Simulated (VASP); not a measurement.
All values below come from PBE GGA, VASP's PBE PAW potentials (set 64) (plane waves; VASP).

The input files of a VASP run:

**POSCAR**
```
Zn37O36
1
    4.9323206900    -8.5430313936     0.0000000000
    4.9323206900     8.5430313936     0.0000000000
    0.0000000000     0.0000000000    10.5847753959
Zn O
37 36
Direct
  0.2222220000   0.1111110000   0.2500000000
  0.1111110000   0.2222220000   0.0000000000
  0.2251520000   0.1150880000   0.7480440000
  0.1076480000   0.2211940000   0.4992570000
  0.2222220000   0.4444440000   0.2500000000
  0.1111110000   0.5555560000   0.0000000000
  0.2260270000   0.4436010000   0.7485920000
  0.1111110000   0.5555560000   0.5000000000
  0.2222220000   0.7777780000   0.2500000000
  0.1111110000   0.8888890000   0.0000000000
  0.2222220000   0.7777780000   0.7500000000
  0.1111110000   0.8888890000   0.5000000000
  0.5555560000   0.1111110000   0.2500000000
  0.4444440000   0.2222220000   0.0000000000
  0.5555560000   0.1111110000   0.7500000000
  0.4461120000   0.2185980000   0.4976930000
  0.5555560000   0.4444440000   0.2500000000
  0.4444440000   0.5555560000   0.0000000000
  0.5499300000   0.4401110000   0.7534730000
  0.4398020000   0.5552580000   0.4992950000
  0.5555560000   0.7777780000   0.2500000000
  0.4444440000   0.8888890000   0.0000000000
  0.5555560000   0.7777780000   0.7500000000
  0.4444440000   0.8888890000   0.5000000000
  0.8888890000   0.1111110000   0.2500000000
  0.7777780000   0.2222220000   0.0000000000
  0.8888890000   0.1111110000   0.7500000000
  0.7777780000   0.2222220000   0.5000000000
  0.8888890000   0.4444440000   0.2500000000
  0.7777780000   0.5555560000   0.0000000000
  0.8888890000   0.4444440000   0.7500000000
  0.7777780000   0.5555560000   0.5000000000
  0.8888890000   0.7777780000   0.2500000000
  0.7777780000   0.8888890000   0.0000000000
  0.8888890000   0.7777780000   0.7500000000
  0.7777780000   0.8888890000   0.5000000000
  0.3350620000   0.3360030000   0.5994460000
  0.2201960000   0.1095710000   0.4385070000
  0.1111110000   0.2222220000   0.1910000000
  0.2222220000   0.1111110000   0.9410000000
  0.1104540000   0.2162290000   0.6890080000
  0.2230370000   0.4445880000   0.4365480000
  0.1111110000   0.5555560000   0.1910000000
  0.2222220000   0.4444440000   0.9410000000
  0.1111110000   0.5555560000   0.6910000000
  0.2222220000   0.7777780000   0.4410000000
  0.1111110000   0.8888890000   0.1910000000
  0.2222220000   0.7777780000   0.9410000000
  0.1111110000   0.8888890000   0.6910000000
  0.5555560000   0.1111110000   0.4410000000
  0.4444440000   0.2222220000   0.1910000000
  0.5555560000   0.1111110000   0.9410000000
  0.4437570000   0.2168020000   0.6917010000
  0.5520270000   0.4441260000   0.4382520000
  0.4444440000   0.5555560000   0.1910000000
  0.5555560000   0.4444440000   0.9410000000
  0.4470010000   0.5578400000   0.6929260000
  0.5555560000   0.7777780000   0.4410000000
  0.4444440000   0.8888890000   0.1910000000
  0.5555560000   0.7777780000   0.9410000000
  0.4444440000   0.8888890000   0.6910000000
  0.8888890000   0.1111110000   0.4410000000
  0.7777780000   0.2222220000   0.1910000000
  0.8888890000   0.1111110000   0.9410000000
  0.7777780000   0.2222220000   0.6910000000
  0.8888890000   0.4444440000   0.4410000000
  0.7777780000   0.5555560000   0.1910000000
  0.8888890000   0.4444440000   0.9410000000
  0.7777780000   0.5555560000   0.6910000000
  0.8888890000   0.7777780000   0.4410000000
  0.7777780000   0.8888890000   0.1910000000
  0.8888890000   0.7777780000   0.9410000000
  0.7777780000   0.8888890000   0.6910000000
```

**KPOINTS**
```
K-points
0
Gamma
 1 1 1
0 0 0
```

### INCAR
```
LASPH = T   ! aspherical one-centre terms
SIGMA = 0.05   ! width (eV)
SYSTEM = Zn37O36
LREAL = Auto
ISYM = 0
PREC = Normal
EDIFFG = -0.03   ! ionic stop
ALGO = Fast   ! Davidson, then RMM-DIIS
ISIF = 2   ! forces and stress, cell fixed
ENCUT = 400   ! plane-wave cut-off (eV)
GGA = PE
ISMEAR = 0
IBRION = 2
LWAVE = F
EDIFF = 1E-5
NELM = 100   ! most electronic steps
NELMIN = 4
NSW = 60   ! most ionic steps
LMAXMIX = 4   ! l cut-off of mixed one-centre charges
NELECT = 658.0
LCHARG = F
```

POTCAR, in this order: Zn O (PBE.64 set). Program: vasp_gam.

The resulting files:

File OSZICAR:
```
...
  11 F= -.32323641E+03 E0= -.32323641E+03  d E =-.181624E-01
       N       E                     dE             d eps       ncg     rms          rms(c)
DAV:   1    -0.323231398295E+03    0.50180E-02   -0.13170E+01   824   0.688E+00    0.509E-01
RMM:   2    -0.323249252406E+03   -0.17854E-01   -0.19379E-01   788   0.919E-01    0.340E-01
RMM:   3    -0.323250203825E+03   -0.95142E-03   -0.23996E-02   788   0.333E-01    0.179E-01
RMM:   4    -0.323250089326E+03    0.11450E-03   -0.26169E-03   790   0.120E-01    0.138E-01
RMM:   5    -0.323249973817E+03    0.11551E-03   -0.79330E-04   788   0.616E-02    0.429E-02
RMM:   6    -0.323249990876E+03   -0.17059E-04   -0.20526E-04   778   0.274E-02    0.306E-02
RMM:   7    -0.323249984729E+03    0.61464E-05   -0.54469E-05   573   0.149E-02
  12 F= -.32324998E+03 E0= -.32324998E+03  d E =-.135727E-01
       N       E                     dE             d eps       ncg     rms          rms(c)
DAV:   1    -0.323247156867E+03    0.28340E-02   -0.32995E+00   840   0.344E+00    0.251E-01
RMM:   2    -0.323251657960E+03   -0.45011E-02   -0.48798E-02   788   0.460E-01    0.172E-01
RMM:   3    -0.323251888779E+03   -0.23082E-03   -0.60069E-03   788   0.167E-01    0.925E-02
RMM:   4    -0.323251854843E+03    0.33936E-04   -0.65377E-04   790   0.592E-02    0.710E-02
RMM:   5    -0.323251823479E+03    0.31364E-04   -0.20648E-04   781   0.311E-02    0.223E-02
RMM:   6    -0.323251827813E+03   -0.43339E-05   -0.52153E-05   623   0.138E-02
  13 F= -.32325183E+03 E0= -.32325183E+03  d E =-.154158E-01
       N       E                     dE             d eps       ncg     rms          rms(c)
DAV:   1    -0.323244672649E+03    0.71508E-02   -0.10948E+01   816   0.626E+00    0.452E-01
RMM:   2    -0.323260866482E+03   -0.16194E-01   -0.17472E-01   789   0.851E-01    0.256E-01
RMM:   3    -0.323261646721E+03   -0.78024E-03   -0.20795E-02   788   0.311E-01    0.146E-01
RMM:   4    -0.323261546278E+03    0.10044E-03   -0.23179E-03   791   0.110E-01    0.104E-01
RMM:   5    -0.323261436677E+03    0.10960E-03   -0.68362E-04   788   0.581E-02    0.322E-02
RMM:   6    -0.323261451236E+03   -0.14559E-04   -0.19515E-04   775   0.259E-02    0.248E-02
RMM:   7    -0.323261446285E+03    0.49507E-05   -0.54079E-05   557   0.137E-02
  14 F= -.32326145E+03 E0= -.32326145E+03  d E =-.961847E-02
       N       E                     dE             d eps       ncg     rms          rms(c)
DAV:   1    -0.323256855228E+03    0.45960E-02   -0.40876E+00   816   0.382E+00    0.274E-01
RMM:   2    -0.323262945676E+03   -0.60904E-02   -0.65694E-02   789   0.522E-01    0.157E-01
RMM:   3    -0.323263259755E+03   -0.31408E-03   -0.80112E-03   788   0.192E-01    0.916E-02
RMM:   4    -0.323263219704E+03    0.40050E-04   -0.86537E-04   792   0.665E-02    0.654E-02
RMM:   5    -0.323263174414E+03    0.45291E-04   -0.26702E-04   787   0.358E-02    0.205E-02
RMM:   6    -0.323263180109E+03   -0.56949E-05   -0.73369E-05   681   0.162E-02
  15 F= -.32326318E+03 E0= -.32326318E+03  d E =-.113523E-01
       N       E                     dE             d eps       ncg     rms          rms(c)
DAV:   1    -0.323253652802E+03    0.95216E-02   -0.81747E+00   808   0.543E+00    0.428E-01
RMM:   2    -0.323266845936E+03   -0.13193E-01   -0.14195E-01   788   0.781E-01    0.275E-01
RMM:   3    -0.323267582766E+03   -0.73683E-03   -0.17349E-02   788   0.283E-01    0.148E-01
RMM:   4    -0.323267513683E+03    0.69082E-04   -0.19296E-03   793   0.101E-01    0.110E-01
RMM:   5    -0.323267438821E+03    0.74862E-04   -0.54751E-04   788   0.525E-02    0.361E-02
RMM:   6    -0.323267452959E+03   -0.14138E-04   -0.14899E-04   755   0.234E-02    0.250E-02
RMM:   7    -0.323267448579E+03    0.43803E-05   -0.42198E-05   544   0.124E-02
  16 F= -.32326745E+03 E0= -.32326745E+03  d E =-.426847E-02
       N       E                     dE             d eps       ncg     rms          rms(c)
DAV:   1    -0.323267332940E+03    0.12002E-03   -0.11323E-01   888   0.638E-01    0.552E-02
RMM:   2    -0.323267507680E+03   -0.17474E-03   -0.19027E-03   788   0.906E-02    0.326E-02
RMM:   3    -0.323267518813E+03   -0.11133E-04   -0.23608E-04   760   0.329E-02    0.153E-02
RMM:   4    -0.323267518594E+03    0.21944E-06   -0.26069E-05   504   0.117E-02
  17 F= -.32326752E+03 E0= -.32326752E+03  d E =-.433849E-02
       N       E                     dE             d eps       ncg     rms          rms(c)
DAV:   1    -0.323266096349E+03    0.14225E-02   -0.22864E+00   824   0.286E+00    0.209E-01
RMM:   2    -0.323268922371E+03   -0.28260E-02   -0.31876E-02   788   0.376E-01    0.136E-01
RMM:   3    -0.323269042496E+03   -0.12012E-03   -0.39103E-03   788   0.134E-01    0.765E-02
RMM:   4    -0.323268999969E+03    0.42527E-04   -0.45373E-04   791   0.476E-02    0.500E-02
RMM:   5    -0.323268976293E+03    0.23676E-04   -0.15225E-04   779   0.260E-02    0.147E-02
RMM:   6    -0.323268978797E+03   -0.25041E-05   -0.39432E-05   551   0.123E-02
  18 F= -.32326898E+03 E0= -.32326898E+03  d E =-.146020E-02
       N       E                     dE             d eps       ncg     rms          rms(c)
DAV:   1    -0.323268978634E+03   -0.23412E-05   -0.94518E-03   872   0.184E-01    0.133E-02
RMM:   2    -0.323268988172E+03   -0.95376E-05   -0.11088E-04   742   0.234E-02    0.800E-03
RMM:   3    -0.323268988681E+03   -0.50876E-06   -0.14600E-05   482   0.825E-03    0.396E-03
RMM:   4    -0.323268988537E+03    0.14389E-06   -0.16510E-06   441   0.364E-03
  19 F= -.32326899E+03 E0= -.32326899E+03  d E =-.146994E-02
       N       E                     dE             d eps       ncg     rms          rms(c)
DAV:   1    -0.323268291094E+03    0.69759E-03   -0.84200E-01   832   0.174E+00    0.140E-01
RMM:   2    -0.323269612086E+03   -0.13210E-02   -0.14368E-02   788   0.248E-01    0.963E-02
RMM:   3    -0.323269676988E+03   -0.64902E-04   -0.17409E-03   788   0.900E-02    0.504E-02
RMM:   4    -0.323269665359E+03    0.11629E-04   -0.19068E-04   777   0.317E-02    0.364E-02
RMM:   5    -0.323269655280E+03    0.10080E-04   -0.57558E-05   671   0.169E-02    0.134E-02
RMM:   6    -0.323269656323E+03   -0.10438E-05   -0.15660E-05   476   0.751E-03
  20 F= -.32326966E+03 E0= -.32326966E+03  d E =-.667787E-03
       N       E                     dE             d eps       ncg     rms          rms(c)
DAV:   1    -0.323269633877E+03    0.21402E-04   -0.15589E-02   888   0.238E-01    0.213E-02
RMM:   2    -0.323269660385E+03   -0.26508E-04   -0.28960E-04   776   0.351E-02    0.146E-02
RMM:   3    -0.323269661759E+03   -0.13740E-05   -0.36094E-05   524   0.128E-02    0.762E-03
RMM:   4    -0.323269661566E+03    0.19300E-06   -0.45052E-06   456   0.587E-03
  21 F= -.32326966E+03 E0= -.32326966E+03  d E =-.673029E-03
       N       E                     dE             d eps       ncg     rms          rms(c)
DAV:   1    -0.323269274180E+03    0.38758E-03   -0.49032E-01   840   0.132E+00    0.996E-02
RMM:   2    -0.323269902009E+03   -0.62783E-03   -0.67807E-03   788   0.175E-01    0.703E-02
RMM:   3    -0.323269935957E+03   -0.33948E-04   -0.81691E-04   787   0.613E-02    0.370E-02
RMM:   4    -0.323269931170E+03    0.47877E-05   -0.90347E-05   722   0.218E-02
  22 F= -.32326993E+03 E0= -.32326993E+03  d E =-.269604E-03
       N       E                     dE             d eps       ncg     rms          rms(c)
DAV:   1    -0.323269916854E+03    0.19104E-04   -0.13868E-02   856   0.224E-01    0.146E-02
RMM:   2    -0.323269939995E+03   -0.23142E-04   -0.24486E-04   781   0.351E-02    0.891E-03
RMM:   3    -0.323269941538E+03   -0.15424E-05   -0.31450E-05   505   0.123E-02    0.621E-03
RMM:   4    -0.323269941420E+03    0.11775E-06   -0.38088E-06   438   0.573E-03
  23 F= -.32326994E+03 E0= -.32326994E+03  d E =-.279854E-03
```

**OUTCAR**
```
------------------------ aborting loop because EDIFF is reached ----------------------------------------
  FORCE on cell =-STRESS in cart. coord.  units (eV):
  Direction    XX          YY          ZZ          XY          YZ          ZX
  --------------------------------------------------------------------------------------
  Total      -26.0743504    -25.4421519    -31.1815139      0.0199198     -0.0798062      0.0038109
  in kB      -46.8326928    -45.6971876    -56.0057772      0.0357783     -0.1433416      0.0068448
  external PRESSURE =     -49.5118859 kB  Pullay stress =       0.0000000 kB
  volume of cell :      892.02
      direct lattice vectors                 reciprocal lattice vectors
     4.932320690 -8.543031394  0.000000000     0.101372160 -0.058527234  0.000000000
     4.932320690  8.543031394  0.000000000     0.101372160  0.058527234  0.000000000
     0.000000000  0.000000000 10.584775396     0.000000000  0.000000000  0.094475316
  FREE ENERGIE OF THE ION-ELECTRON SYSTEM (eV)
  ---------------------------------------------------
  free  energy   TOTEN  =      -323.2699414201 eV

  energy  without entropy=     -323.2699414201  energy(sigma->0) =     -323.26994142

 reached required accuracy - stopping structural energy minimisation
```
(Selected blocks of OUTCAR.)

**CONTCAR**
```
Zn37O36
   1.00000000000000
     4.9323206900000001   -8.5430313935999997    0.0000000000000000
     4.9323206900000001    8.5430313935999997    0.0000000000000000
     0.0000000000000000    0.0000000000000000   10.5847753958999995
  Zn              O
    37    36
Direct
     0.2216896427017335    0.1101650029396543    0.2492901601349051
     0.1093376017957005    0.2211746141595716    0.0053839647731852
     0.2133395526724942    0.0928065783607640    0.7656817596158755
     0.0894344008974195    0.2116720158259667    0.4805528850516326
     0.2215710922114263    0.4448410986372978    0.2492088743334631
     0.1089503084537708    0.5575045305584495    0.0058975018550155
     0.2131996920806170    0.4533232387150150    0.7656088505491069
     0.1098772314787800    0.5562222831519479    0.5004296512604536
     0.2235988892666467    0.7784508086608105    0.2512527019647738
     0.1089834961878585    0.8845598821774260    0.0059860162487385
     0.2216175381010470    0.7772603010101525    0.7516673892879262
     0.1100946351408827    0.8873491992137684    0.5004934033424698
     0.5585955646268466    0.1079699583008668    0.2423335630831584
     0.4453734116842110    0.2209453669565971    0.0055274468676906
     0.5563067627844736    0.1101437264734676    0.7498727108007067
     0.4552404582284049    0.2104564236116918    0.4797871942445080
     0.5559651877019657    0.4445928987059916    0.2493315357850390
     0.4452327367314555    0.5572578258241813    0.0055079954308891
     0.5735368610122550    0.4531908659530866    0.7659727848342749
     0.4544193035457625    0.5772086202730068    0.4804039906339135
     0.5584555785792876    0.7835298871970217    0.2426148088812866
     0.4433807322237806    0.8881098753867473    0.9959426138380986
     0.5562305723334207    0.7787957210829112    0.7497938373076601
     0.4421745803483305    0.8875610483243646    0.5014912632067663
     0.8831778849688129    0.1081876296985924    0.2426363394167775
     0.7784628418908166    0.2231455652912930    0.9959594438066128
     0.8877966721868283    0.1102874639141714    0.7497004151460893
     0.7788941265650990    0.2241705964383337    0.5014971504098505
     0.8879298927433952    0.4428633991667565    0.2513549445460919
     0.7817806580525235    0.5574554753785372    0.0061490656990304
     0.8890767017634932    0.4447968896493839    0.7517401464844539
     0.7781376472105882    0.5557098063334737    0.5005881244598733
     0.8879509837447149    0.7784306048951913    0.2513306001615679
     0.7782363061477627    0.8883538733501538    0.9959941162861676
     0.8891450085683456    0.7772118280512229    0.7519265714414981
     0.7788633239476507    0.8876391083471823    0.5015757194138909
     0.3340700926984890    0.3329122013523703    0.6058462452050727
     0.2250464760814125    0.1167744782033294    0.4449600200678574
     0.1101705745006393    0.2216737398597893    0.1951223407027848
     0.2218026875139808    0.1099981500427518    0.9483698612835376
     0.1205446841525015    0.2268416725030300    0.6868301807887066
     0.2244805858200375    0.4417500350291911    0.4445439083870107
     0.1107932979067302    0.5555395454330960    0.1942516131994721
     0.2217015819585930    0.4447356497425856    0.9483811897682289
     0.1097879914454387    0.5564676063399958    0.6892346530856526
     0.2224319583877513    0.7779537066572518    0.4408780960598601
     0.1108782671280723    0.8887146494981637    0.1943595281152739
     0.2205379169454217    0.7767890610924189    0.9398923148382983
     0.1097933330895892    0.8863112257306338    0.6893034637842981
     0.5618178617648311    0.1046039634442928    0.4332896637230367
     0.4448620342911119    0.2214790078399568    0.1953177393032821
     0.5545748014016051    0.1119738365210342    0.9372368929367885
     0.4402618929760990    0.2261125289047770    0.6870902412261704
     0.5486901121522171    0.4408442934085493    0.4452191929248497
     0.4447590370836816    0.5564324153776246    0.1952517337641340
     0.5562669989255546    0.4446026666993728    0.9485448427736373
     0.4396505145578907    0.5461868018093959    0.6869489119978116
     0.5617948222220355    0.7899309254293019    0.4335503439483873
     0.4424981696409913    0.8877251470287515    0.1847438638429696
     0.5543972528160277    0.7752927643845398    0.9371411894349656
     0.4440440727860550    0.8883446799136400    0.6899455643075338
     0.8767064999045405    0.1047166270109699    0.4335824454070334
     0.7788256313786710    0.2240012832320315    0.1847694019011866
     0.8912735548956218    0.1121444464011601    0.9370420693811274
     0.7780994428375576    0.2223488046318582    0.6899634793347719
     0.8881172704578918    0.4439225030843604    0.4409787547984809
     0.7774328924459983    0.5554002193325335    0.1945203074707305
     0.8896040451479605    0.4459936212461539    0.9399496008628512
     0.7798951806945967    0.5564826172723264    0.6893368898884814
     0.8883672505761048    0.7774539705610447    0.4409239215360082
     0.7785971994591078    0.8879916584223271    0.1848136664939636
     0.8895742954023786    0.7767531508779240    0.9400999214624425
     0.7779988399742074    0.8884673336664113    0.6900224053899361
```

**OUTCAR**
```
 val. band max:        1.0231935379   @ k =   0.0000   0.0000   0.0000

 cond. band min:       1.5633598005   @ k =   0.0000   0.0000   0.0000


 Fermi energy:         1.2951287141

 k-point     1 :       0.0000    0.0000    0.0000
  band No.  band energies     occupation
      1     -16.9562      2.00000
      2     -16.6483      2.00000
      3     -16.5585      2.00000
      4     -16.5368      2.00000
      5     -16.5349      2.00000
      6     -16.4807      2.00000
      7     -16.4279      2.00000
      8     -16.4170      2.00000
      9     -16.4140      2.00000
     10     -16.3439      2.00000
     11     -16.3427      2.00000
     12     -16.2635      2.00000
     13     -16.2614      2.00000
     14     -16.2600      2.00000
     15     -16.2504      2.00000
     16     -16.2202      2.00000
     17     -16.2200      2.00000
     18     -16.1617      2.00000
     19     -16.1462      2.00000
     20     -16.1451      2.00000
     21     -16.1422      2.00000
     22     -16.0965      2.00000
     23     -16.0962      2.00000
     24     -16.0951      2.00000
     25     -16.0649      2.00000
     26     -16.0632      2.00000
     27     -16.0151      2.00000
     28     -16.0149      2.00000
     29     -15.9750      2.00000
     30     -15.9441      2.00000
     31     -15.9435      2.00000
     32     -15.9335      2.00000
     33     -15.9294      2.00000
     34     -15.9282      2.00000
     35     -15.8998      2.00000
     36     -15.8994      2.00000
     37      -5.8091      2.00000
     38      -5.6282      2.00000
     39      -5.6278      2.00000
     40      -5.5578      2.00000
     41      -5.5541      2.00000
     42      -5.4968      2.00000
     43      -5.1299      2.00000
     44      -5.0185      2.00000
     45      -5.0174      2.00000
     46      -5.0100      2.00000
     47      -5.0053      2.00000
     48      -4.8991      2.00000
     49      -4.8967      2.00000
     50      -4.8932      2.00000
     51      -4.8738      2.00000
...
```

At this cut-off the stress carries a Pulay error, which pulls relaxed volumes low. The cell is charged, with a uniform compensating background. The supercell is sampled at Γ alone, which is coarse: total energies, pressure and levels can be off, energies of defects by several tenths of an eV.

The cell is a supercell with a defect, built from ZnO (wurtzite): Zn_i, charge +2. The run is not spin-polarised, so no state with unpaired spins was tried.
